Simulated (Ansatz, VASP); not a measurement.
# Cr (Cr(100)): VASP beside Ansatz

One calculation is typed for both programs; each brings its own data sets and cutoff. How far apart do they land? The structure shown is the end of the Ansatz relaxation below.

Method: plane waves, with VASP 6.6.1 beside it; single point at PBE, in Ansatz 0.2.0.

## Step 1: Starting point

The cell holds 5 atoms: 5 Cr. Its edges and angles: a = 2.880 Å, b = 2.880 Å, c = 23.760 Å, α = 90.0°, β = 90.0°, γ = 90.0°. Vacuum lies along c.

## Step 2: Ansatz: relaxation, PBE

Ansatz runs on its default PAW (the set named soft_2) files.

This run makes the geometry at which the two programs are then compared.

Contents of input.yaml:

```yaml
crystal:
  lattice:
    - [2.88, 0.0, 0.0]
    - [0.0, 2.88, 0.0]
    - [0.0, 0.0, 23.76]
  atoms:
    - { symbol: Cr, position: [0.0, 0.0, 0.3787878788], spin: 2.0 }
    - { symbol: Cr, position: [0.5, 0.5, 0.4393939394], spin: -2.0 }
    - { symbol: Cr, position: [0.0, 0.0, 0.5], spin: 2.0 }
    - { symbol: Cr, position: [0.5, 0.5, 0.5606060606], spin: -2.0 }
    - { symbol: Cr, position: [0.0, 0.0, 0.6212121212], spin: 2.0 }
magnetization:
  spin_polarized: true
kpoints:
  mp_grid: { grid: [10, 10, 1] }
hamiltonian:
  xc: pbe
scf:
  occupations: { method: fermi_dirac, width: 0.1 }
  convergence: { dr2_threshold: 1.0e-08 }
efield:
  axis: 3
  dipole_correction: true
  ramp_position: 0.97
  ramp_width: 0.06
relax:
  f_tol: 0.02
  max_steps: 60
  constraints: [{ sites: [0, 1] }]
output:
  write_potential: true
  write_density: true
  volumetric_format: npy
```

Command:

```bash
$ ansatz run input.yaml --threads 4 --pin off --max-ram 12288MiB --backend cpu --events-out ev --progress --plain --runs-dir out
```

Numbers of over 12 decimals in the logs are rounded to 6 here.

Output:

```text
Engine: ansatz 0.2.0, aarch64-unknown-linux-gnu
Pseudopotentials: kind: paw
Pseudopotential: Cr, paw, valence charge 14, recommended cutoff 420 eV (normal), Cr.paw.azcp
Functional definition: PBE
  parameter kappa = 0.804
  parameter beta = 0.066725
  exchange = pbe_x(kappa = kappa, mu = beta*pi^2/3)
  correlation = pbe_c(beta = beta)
Crystal: 5 atoms, lattice volume = 197.075 Å³
Basis set: ecut = 420 eV, 3843 PW (Γ), exchange–correlation on 40×40×320 points (8 copies of the dense FFT grid, shifted against one another)
Bands: 48, of which v1, the nominal top of the filled ones, is band 35 counted from 1 (34 counted from 0)
Symmetry: 8 space group operations
k-points: 21 of 100
Non-local potential: Cr, projectors of the file, l = 0: 3, l = 1: 2, l = 2: 3, l = 3: 1
PAW form: soft (Blöchl's): semilocal exchange-correlation on the pseudo side does not see the compensation charge
PAW one-centre angular grid: Cr, 590 points (default); XC on 64 Gauss nodes
Initial density: superposition of atomic densities (neutral atoms: chi_scale 0, normalization atom)
Starting moments: Σ|m| = 10 μB on 5 of 5 sites
Initial wavefunctions: pseudopotential atomic-orbital guess
Functional: x = pbe(κ = 0.804, μ = 0.219515), c = pbe(β = 0.066725)
SCF iter   1: F=—  HF=-16894.794884 eV  |F-HF|=—  |Δ(HF+E_count)|=         —  Δρ=6.11e-2 (↑5.53e-2 ↓6.11e-2)  dr2=3.33e1  dr2_m=4.80e-1  M=2.518 μB ∫|m|=7.868 μB  β_m=1.00  ethr=3.10e-3  p=0.000 e·Å  D=1.06e-13 V/Å  ΔV_dip=-0.00 eV  dr2_dipole=1.98e-8  V_vac-E_F(+/−)=6.15/6.15 eV  ⟨swp⟩=10.0  Hψ=9649  notcnv=0
Mixer restart at iter 1: flushing history
efield: sawtooth ramp at fractional position 0.9700 (set: `efield.ramp_position`, or a place that a band, a saddle search or an elastic batch's reference lends), width 0.0600; the density the first Hamiltonian is built on has a dipole p = 0.000 e·Å; the dipole correction subtracts the counter field D = 1.06e-13 V/Å, which shifts the + side's vacuum level by -0.00 eV against the − side's; the planar-averaged density in the ramp window peaks in size at 2.0e-6 e/Å³
preconditioner: auto → LDOS  [metal: Δε(μ)=0.010 eV  Ē_g=4.706 eV  σ=0.100 eV  W_gap=0.02  n_scr=36 (ndim 8)  ℏωp=14.5 eV  f_vac=0.603  D(μ)=3.80/eV (n_scr^D=14)]
spin=Collinear: LDOS preconditioning applied to the charge; magnetization (m = ρ↑ − ρ↓) channel mixes plain (no charge-response kernel on spin).
SCF iter   2: F=—  HF=-16885.953145 eV  |F-HF|=—  |Δ(HF+E_count)|=    8.84e0  Δρ=2.42e-2 (↑1.67e-2 ↓2.42e-2)  dr2=5.19e0  dr2_m=1.71e-1  M=2.795 μB ∫|m|=8.579 μB  β_m=0.35  ethr=3.10e-3  p=0.000 e·Å  D=1.38e-5 V/Å  ΔV_dip=-0.00 eV  dr2_dipole=1.64e-7  V_vac-E_F(+/−)=5.15/5.15 eV  ⟨swp⟩=3.2  Hψ=5263  notcnv=0
density mixer auto → msr1: a metal under ldos (density of states about μ 2.49 of a free-electron gas's, 36 screened modes)
SCF iter   3: F=—  HF=-16885.136835 eV  |F-HF|=—  |Δ(HF+E_count)|=   8.16e-1  Δρ=1.57e-2 (↑1.24e-2 ↓1.57e-2)  dr2=4.85e-1  dr2_m=2.50e-1  M=3.002 μB ∫|m|=8.866 μB  β_m=0.60  ethr=3.10e-3  p=0.000 e·Å  D=1.30e-5 V/Å  ΔV_dip=-0.00 eV  dr2_dipole=9.56e-8  V_vac-E_F(+/−)=4.47/4.47 eV  ⟨swp⟩=2.3  Hψ=3448  notcnv=0
SCF iter   4: F=—  HF=-16885.306260 eV  |F-HF|=—  |Δ(HF+E_count)|=   1.69e-1  Δρ=6.58e-3 (↑6.58e-3 ↓6.58e-3)  dr2=1.60e-2  dr2_m=7.43e-2  M=3.350 μB ∫|m|=9.163 μB  β_m=0.80  ethr=6.93e-4  p=0.000 e·Å  D=6.87e-6 V/Å  ΔV_dip=-0.00 eV  dr2_dipole=1.26e-9  V_vac-E_F(+/−)=3.99/3.99 eV  ⟨swp⟩=3.2  Hψ=3500  notcnv=0
SCF iter   5: F=—  HF=-16885.615225 eV  |F-HF|=—  |Δ(HF+E_count)|=         —  Δρ=1.84e-2 (↑1.84e-2 ↓1.35e-2)  dr2=9.77e-2  dr2_m=4.46e-1  M=4.006 μB ∫|m|=10.555 μB  β_m=0.80  ethr=2.28e-5  p=-0.000 e·Å  D=-1.24e-6 V/Å  ΔV_dip=0.00 eV  dr2_dipole=5.55e-9  V_vac-E_F(+/−)=3.84/3.84 eV  ⟨swp⟩=3.0  Hψ=4743  notcnv=0
SCF iter   6: F=—  HF=-16885.536674 eV  |F-HF|=—  |Δ(HF+E_count)|=   7.86e-2  Δρ=5.91e-3 (↑4.39e-3 ↓5.91e-3)  dr2=7.20e-2  dr2_m=3.26e-2  M=4.129 μB ∫|m|=11.015 μB  β_m=0.79  ethr=2.28e-5  p=-0.000 e·Å  D=-9.67e-6 V/Å  ΔV_dip=0.00 eV  dr2_dipole=2.79e-9  V_vac-E_F(+/−)=3.61/3.61 eV  ⟨swp⟩=2.9  Hψ=4537  notcnv=0
SCF iter   7: F=—  HF=-16885.522843 eV  |F-HF|=—  |Δ(HF+E_count)|=   1.38e-2  Δρ=1.44e-3 (↑1.44e-3 ↓8.53e-4)  dr2=4.39e-3  dr2_m=1.66e-3  M=4.055 μB ∫|m|=10.786 μB  β_m=0.79  ethr=2.28e-5  p=-0.000 e·Å  D=-2.96e-6 V/Å  ΔV_dip=0.00 eV  dr2_dipole=9.19e-10  V_vac-E_F(+/−)=3.72/3.72 eV  ⟨swp⟩=2.2  Hψ=4160  notcnv=0  defer=1
SCF iter   8: F=—  HF=-16885.523239 eV  |F-HF|=—  |Δ(HF+E_count)|=   3.96e-4  Δρ=6.69e-4 (↑4.89e-4 ↓6.69e-4)  dr2=7.21e-4  dr2_m=4.47e-4  M=4.055 μB ∫|m|=10.760 μB  β_m=0.81  ethr=6.27e-6  p=-0.000 e·Å  D=-2.35e-6 V/Å  ΔV_dip=0.00 eV  dr2_dipole=1.60e-10  V_vac-E_F(+/−)=3.72/3.72 eV  ⟨swp⟩=2.6  Hψ=3635  notcnv=0  defer=1
[...]
SCF iter   5: F=—  HF=-16885.545960 eV  |F-HF|=—  |Δ(HF+E_count)|=   5.23e-6  Δρ=5.20e-5 (↑4.68e-5 ↓5.20e-5)  dr2=5.97e-6  dr2_m=3.02e-6  M=3.988 μB ∫|m|=10.463 μB  β_m=0.62  ethr=1.66e-8  p=-0.000 e·Å  D=-2.81e-4 V/Å  ΔV_dip=0.01 eV  dr2_dipole=5.50e-8  V_vac-E_F(+/−)=3.70/3.69 eV  ⟨swp⟩=3.2  Hψ=4058  notcnv=0  defer=1
SCF iter   6: F=—  HF=-16885.545962 eV  |F-HF|=—  |Δ(HF+E_count)|=   1.30e-6  Δρ=7.02e-6 (↑7.02e-6 ↓5.11e-6)  dr2=2.69e-7  dr2_m=4.10e-8  M=3.988 μB ∫|m|=10.463 μB  β_m=0.67  ethr=8.53e-9  p=-0.000 e·Å  D=-2.56e-4 V/Å  ΔV_dip=0.01 eV  dr2_dipole=2.57e-8  V_vac-E_F(+/−)=3.70/3.69 eV  ⟨swp⟩=2.5  Hψ=3424  notcnv=0  defer=1
SCF iter   7: F=—  HF=-16885.545962 eV  |F-HF|=—  |Δ(HF+E_count)|=   2.87e-7  Δρ=5.44e-6 (↑5.44e-6 ↓4.27e-6)  dr2=1.18e-7  dr2_m=2.65e-8  M=3.987 μB ∫|m|=10.463 μB  β_m=0.58  ethr=3.85e-10  p=-0.000 e·Å  D=-2.42e-4 V/Å  ΔV_dip=0.01 eV  dr2_dipole=1.69e-8  V_vac-E_F(+/−)=3.70/3.69 eV  ⟨swp⟩=3.2  Hψ=4164  notcnv=0  defer=1
SCF iter   8: F=—  HF=-16885.545962 eV  |F-HF|=—  |Δ(HF+E_count)|=  6.55e-10  Δρ=1.84e-6 (↑1.78e-6 ↓1.84e-6)  dr2=1.86e-8  dr2_m=4.66e-9  M=3.987 μB ∫|m|=10.463 μB  β_m=0.75  ethr=1.68e-10  p=-0.000 e·Å  D=-2.39e-4 V/Å  ΔV_dip=0.01 eV  dr2_dipole=5.27e-9  V_vac-E_F(+/−)=3.70/3.69 eV  ⟨swp⟩=2.7  Hψ=3126  notcnv=0  defer=1
SCF iter   9: F=—  HF=-16885.545962 eV  |F-HF|=—  |Δ(HF+E_count)|=   2.01e-8  Δρ=7.31e-7 (↑7.31e-7 ↓6.10e-7)  dr2=2.84e-9  dr2_m=6.04e-10  M=3.987 μB ∫|m|=10.462 μB  β_m=0.76  ethr=2.65e-11  p=-0.000 e·Å  D=-2.33e-4 V/Å  ΔV_dip=0.01 eV  dr2_dipole=1.43e-11  V_vac-E_F(+/−)=3.70/3.69 eV  ⟨swp⟩=2.7  Hψ=3533  notcnv=0  defer=1
SCF iter  10: F=-16885.545962 eV  HF=-16885.545962 eV  |F-HF|=2.32e-9  |Δ(HF+E_count)|=   3.65e-9  Δρ=5.61e-7 (↑5.61e-7 ↓3.99e-7)  dr2=2.35e-9  dr2_m=8.85e-11  M=3.987 μB ∫|m|=10.462 μB  ethr=4.06e-12  p=-0.000 e·Å  D=-2.31e-4 V/Å  ΔV_dip=0.01 eV  dr2_dipole=2.49e-10  V_vac-E_F(+/−)=3.70/3.69 eV  ⟨swp⟩=5.2  Hψ=10973  notcnv=0
SCF 4 converged in 10 iterations: F = -16885.545962 eV  dr2 = 2.35e-9
relax step   4: F+E_penalty+E_count = -16885.54596194 eV  Δ(F+E_penalty+E_count) = -2.388e-5 eV  max|allowed force component| = 1.565e-2 eV/Å  Δτ_max = 0.0098 Å  (10 SCF iters, accepted)
NSCF: frozen V_eff on 21 k-points
the band table was solved once a step of the walk had ended and its energy, with any forces and stress, was formed, with the checks that follow a solve (8672 applications of the Hamiltonian). They found nothing against the state; the energy, forces and stress were not computed again (output.eigenvalues in the input reference)
WARN: The output density's exchange-correlation potential varies sharply where the density is thin. Do not read a vacuum level from v_tot or v_xc, or from such a field of the output density. On a cell that repeats whose density bears no net charge and no dipole along the vacuum's axis use v_es (v_loc + v_h of the components); under efield.dipole_correction with no amplitude use v_es + v_field, which holds any externa [...]
SCF converged after 10 iterations
Magnetization: 3.9875 μB (36.9937 up, 33.0063 down)
Absolute magnetization: 10.4625 μB (∫|ρ↑−ρ↓|, with the PAW one-centre terms)
Spin contamination: 1.7665 ħ² per cell (⟨S²⟩ above its minimum at these occupations)
Per-site moments (μB) at R_I (Å): [(2.595090, 1.028838), (-1.525911, 1.027311), (1.284384, 1.027311), (-1.434136, 1.006619), (2.380921, 1.006619)]
Free energy (F): -16885.545962 eV
Harris-Foulkes:  -16885.545962 eV  (|F-HF|=2.32e-9)
Internal energy: -16885.426695 eV  (E = F + TS)
E sigma→0 (E₀):  -16885.486329 eV
Entropy (-TS):   -0.119266 eV (-23.853 meV/atom)
Fermi energy:    3.234642 eV
Dipole field:    D = -0.000252 V/Å  (p = -0.000274 e·Å, saw-weighted, corrected)
Work function:   Φ+ = 3.6970 eV   Φ− = 3.6910 eV
Levels:          The Fermi level and band energies are counted from a zero that moves with the ramp; work functions are not
--- Per-component energies (eV) ---
  E_band       = -1833.795801
  E_kinetic    = 1711.583399
  E_local      = -110299.446612  (includes V_loc(G=0)·N_el)
  E_nonlocal   = 404.573000
  E_hartree    = 54222.511869
  E_xc         = -694.875455
  E_vxc        = -885.953768  (∫ρ·V_xc dr)
  E_paw        = -5983.212679  (= ΣΔE_a)
  E_vpaw       = -1209.577771  (= ΣTr[D̂ρ^β])
  E_aug_tail   = 0.001857  (compensation charges beyond the density's cutoff)
  E_efield     = 0.000000  (sawtooth field / dipole correction)
  E_vefield    = -0.000117  (∫n·V_field dr)
  E_ewald      = 43753.437925
  E_smearing   = -0.119266  (= −TS)
  E_closure    = -0.000000  (closes the sum)
  Σ components = -16885.545962   (vs F -16885.545962, Δ=0.00e0)
--- Forces (eV/Å), atoms counted from 1 ---
  atom   1  Cr     0.00000000    -0.00000000     0.42388960
  atom   2  Cr    -0.00000000     0.00000000    -0.40845602
  atom   3  Cr     0.00000000     0.00000000     0.00799903
  atom   4  Cr    -0.00000000    -0.00000000    -0.01565247
  atom   5  Cr    -0.00000000     0.00000000    -0.00774776
  max |Σ_I F_I| component: 3.24e-5 eV/Å
--- Band table (eV; the first three rows and the last of 42) ---
  k-point 0 ↑: bands = [... 31 lower, 2.3117, 2.3389, 2.3389, 2.3622, 2.3622, 2.5299, 2.8701, 3.2062, ... 9 higher]
  k-point 1 ↑: bands = [... 31 lower, 2.1608, 2.3056, 2.3634, 2.5921, 2.6020, 2.7398, 2.9444, 3.0241, ... 9 higher]
  k-point 2 ↑: bands = [... 31 lower, 1.8912, 2.2487, 2.3215, 2.3983, 2.7837, 2.9648, 2.9778, 3.2320, ... 9 higher]
  k-point 20 ↓: bands = [... 31 lower, 3.1139, 3.1139, 4.2078, 4.2353, 4.4458, 4.4934, 4.7824, 5.3131, ... 9 higher]
--- Relaxed structure (4 steps of the walk, 4 accepted, 0 SCFs on fresh bases) ---
  F+E_penalty+E_count = -16885.54596194 eV   max|allowed force component| = 1.565e-2 eV/Å
  atoms:
    - { symbol: Cr, position: [0.0, 0.0, 0.378788] }
    - { symbol: Cr, position: [0.500000, 0.500000, 0.439394] }
    - { symbol: Cr, position: [-4.331452438571812e-19, 0, 0.499730] }
    - { symbol: Cr, position: [0.500000, 0.500000, 0.562053] }
    - { symbol: Cr, position: [-4.12029080613508e-18, 0, 0.618642] }
```

(Continued in part 2 of 2.)

[Lines on the potential files, build, host, timing and source positions are cut from VASP's logs without a mark.]

[Logs are printed without paths, hosts, clocks, repeated set-up lines and the standing remarks that a program may print on its own settings, such as how far it seeks lower states.]

[Hosts, paths, dates, database ids (printed as entryN), source tags and the programs' standing remarks are cut or masked in the printed files.]
